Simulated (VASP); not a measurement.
A run of VASP 6.6.1 is set up as follows.

INCAR

```
PREC     = Accurate       # precision mode
ENCUT    = 480            # plane-wave cutoff, eV
EDIFF    = 1E-6           # SCF threshold, eV
ISMEAR   = -5             # smearing method
SIGMA    = 0.05           # smearing width, eV
LREAL    = False          # projectors in reciprocal space
LASPH    = True           # aspherical terms in the spheres
NELM     = 100            # most SCF steps
ALGO     = Fast           # electronic algorithm
ISIF     = 3              # what is computed and relaxed
LWAVE    = False          # write WAVECAR
LCHARG   = False          # write CHGCAR
GGA      = 91             # functional
IBRION   = 2              # ionic algorithm
NSW      = 60             # ionic steps
EDIFFG   = -0.01          # ionic threshold
```

Contents of KPOINTS:

```
regular mesh
0
Gamma
  9 9 9
```

POSCAR

```
ZnH
2.948
    1.000005793758      0.000000000000      0.000000000000
    0.000000000000      1.000005793758      0.000000000000
    0.000000000000      0.000000000000      1.000005793758
Zn H
1 1
Direct
    0.5000000000      0.5000000000      0.5000000000
    0.0000000000      0.0000000000      0.0000000000
```

Potentials or basis: VASP PAW PBE potentials, release 64 (Zn, H_s).

Run with:

```console
$ cat potpaw_PBE.64/Zn/POTCAR potpaw_PBE.64/H_s/POTCAR > POTCAR
$ mpirun -np 1 vasp_std > vasp.out
```

Problem. Predict the band gap on the k mesh.

Solution. None (metal or under the smearing width).

Problem. What does it give for the space group after relaxing (to 0.05 Å)?

Solution. Pm-3m (No. 221).

Problem. Estimate the relaxed volume.

Solution. 10.00 Å³/atom.

Problem. Estimate the relaxed cell.

Solution. a = 2.714 Å, b = 2.714 Å, c = 2.714 Å, α = 90.00°, β = 90.00°, γ = 90.00°.

Final structure:
```
CELL_PARAMETERS angstrom
2.71402 0.00000 0.00000
0.00000 2.71402 0.00000
0.00000 0.00000 2.71402
ATOMIC_POSITIONS crystal
Zn 0.50000 0.50000 0.50000
H 0.00000 0.00000 0.00000
```

Caveat: the volume moved by over 15 % at a fixed basis, so the end points are rough; the PAW data sets were made with another functional, which shifts forces and pressure a little; tetrahedron occupations give inexact forces and stress in metals.
